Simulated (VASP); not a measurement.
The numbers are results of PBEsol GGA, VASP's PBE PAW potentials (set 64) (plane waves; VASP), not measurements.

Input for VASP

KPOINTS:
```
Automatic mesh
0
Gamma
14 14 8
0 0 0
```

### INCAR
```
ISMEAR  =  1   ! Methfessel-Paxton
LMAXMIX  =  4
IBRION  =  2
SIGMA  =  0.1
PREC  =  Accurate
LCHARG  =  .FALSE.
LREAL  =  .FALSE.   ! projection in real space or not
GGA  =  PS
ISIF  =  3   ! ions, shape and volume
EDIFFG  =  -0.01
LASPH  =  .TRUE.
ENCUT  =  400
NSW  =  60   ! most ionic steps
EDIFF  =  1E-6   ! SCF stop (eV)
LWAVE  =  .FALSE.
NELM  =  100   ! most electronic steps
ALGO  =  Normal   ! blocked Davidson
SYSTEM  =  Ru
```

**POSCAR**
```
Ru
1
    1.3449827488    -2.3295786085     0.0000000000
    1.3449827488     2.3295786085     0.0000000000
    0.0000000000     0.0000000000     4.2432325705
Ru
2
Direct
  0.3333330000   0.6666670000   0.2500000000
  0.6666670000   0.3333330000   0.7500000000
```

POTCAR, in this order: Ru_pv (PBE.64 set). Program: vasp_std.

Output of the run:

### OSZICAR
```
       N       E                     dE             d eps       ncg     rms          rms(c)
DAV:   1     0.243622260888E+03    0.24362E+03   -0.15814E+04  4344   0.144E+03
DAV:   2    -0.163816681554E+02   -0.26000E+03   -0.25456E+03  4600   0.447E+02
DAV:   3    -0.218703725621E+02   -0.54887E+01   -0.53649E+01  4496   0.705E+01
DAV:   4    -0.219220163950E+02   -0.51644E-01   -0.51612E-01  5416   0.623E+00
DAV:   5    -0.219228966342E+02   -0.88024E-03   -0.88021E-03  4652   0.671E-01    0.203E+01
DAV:   6    -0.204547757537E+02    0.14681E+01   -0.38500E+00  4360   0.205E+01    0.516E+00
DAV:   7    -0.203466516829E+02    0.10812E+00   -0.31960E-01  4444   0.532E+00    0.108E+00
DAV:   8    -0.203360239831E+02    0.10628E-01   -0.69036E-03  4434   0.100E+00    0.302E-01
DAV:   9    -0.203353841988E+02    0.63978E-03   -0.98671E-04  5406   0.360E-01    0.404E-02
DAV:  10    -0.203354039986E+02   -0.19800E-04   -0.26554E-05  4884   0.489E-02    0.115E-02
DAV:  11    -0.203354044020E+02   -0.40345E-06   -0.23414E-06  3354   0.149E-02
   1 F= -.20335404E+02 E0= -.20334916E+02  d E =-.203354E+02
       N       E                     dE             d eps       ncg     rms          rms(c)
DAV:   1    -0.203366342588E+02   -0.12303E-02   -0.29174E-02  4346   0.205E+00    0.314E-01
DAV:   2    -0.203353940757E+02    0.12402E-02   -0.35497E-03  4354   0.641E-01    0.536E-02
DAV:   3    -0.203353531859E+02    0.40890E-04   -0.21304E-04  4434   0.140E-01    0.308E-02
DAV:   4    -0.203353650936E+02   -0.11908E-04   -0.18868E-05  5304   0.342E-02    0.588E-03
DAV:   5    -0.203353661893E+02   -0.10957E-05   -0.18772E-06  3004   0.139E-02    0.272E-03
DAV:   6    -0.203353661645E+02    0.24721E-07   -0.39245E-07  2184   0.664E-03
   2 F= -.20335366E+02 E0= -.20334888E+02  d E =0.382375E-04
       N       E                     dE             d eps       ncg     rms          rms(c)
DAV:   1    -0.203360920423E+02   -0.72585E-03   -0.15593E-02  4346   0.150E+00    0.228E-01
DAV:   2    -0.203354365645E+02    0.65548E-03   -0.18960E-03  4344   0.469E-01    0.394E-02
DAV:   3    -0.203354118017E+02    0.24763E-04   -0.11517E-04  4426   0.103E-01    0.221E-02
DAV:   4    -0.203354127079E+02   -0.90620E-06   -0.10016E-05  5266   0.252E-02    0.420E-03
DAV:   5    -0.203354126652E+02    0.42703E-07   -0.95339E-07  2304   0.100E-02
   3 F= -.20335413E+02 E0= -.20334927E+02  d E =-.826319E-05
```

OUTCAR:
```
------------------------ aborting loop because EDIFF is reached ----------------------------------------
  FORCE on cell =-STRESS in cart. coord.  units (eV):
  Direction    XX          YY          ZZ          XY          YZ          ZX
  --------------------------------------------------------------------------------------
  Total       -0.0019561     -0.0019561     -0.0129213      0.0000000     -0.0000000      0.0000000
  in kB       -0.1179188     -0.1179188     -0.7789149      0.0000000     -0.0000000      0.0000000
  external PRESSURE =      -0.3382508 kB  Pullay stress =       0.0000000 kB
  volume of cell :       26.58
      direct lattice vectors                 reciprocal lattice vectors
     1.344858944 -2.329364172 -0.000000000     0.371786203 -0.214650850  0.000000000
     1.344858944  2.329364172  0.000000000     0.371786203  0.214650850 -0.000000000
     0.000000000  0.000000000  4.242132282     0.000000000 -0.000000000  0.235730509
 POSITION                                       TOTAL-FORCE (eV/Angst)
 -----------------------------------------------------------------------------------
      1.34486      0.77646      1.06053        -0.000000     -0.000000      0.000000
      1.34486     -0.77646      3.18160         0.000000      0.000000      0.000000
 -----------------------------------------------------------------------------------
    total drift:                                0.000012      0.000497     -0.000045
  FREE ENERGIE OF THE ION-ELECTRON SYSTEM (eV)
  ---------------------------------------------------
  free  energy   TOTEN  =       -20.3354126652 eV

  energy  without entropy=      -20.3339550731  energy(sigma->0) =      -20.33492680

 reached required accuracy - stopping structural energy minimisation
```
(Selected blocks of OUTCAR.)

**CONTCAR**
```
Ru
   1.00000000000000
     1.3448589439123098   -2.3293641721022449   -0.0000000000000000
     1.3448589439123098    2.3293641721022449    0.0000000000000000
     0.0000000000000000    0.0000000000000000    4.2421322816653797
  Ru
     2
Direct
     0.3333330000000032    0.6666669999999968    0.2500000000000000
     0.6666669999999968    0.3333330000000032    0.7500000000000000
```

The compound is Ru in the hcp structure. This run relaxes it. Symmetry was kept, so distortions that lower it aren't found. The start is the result of an earlier pass.
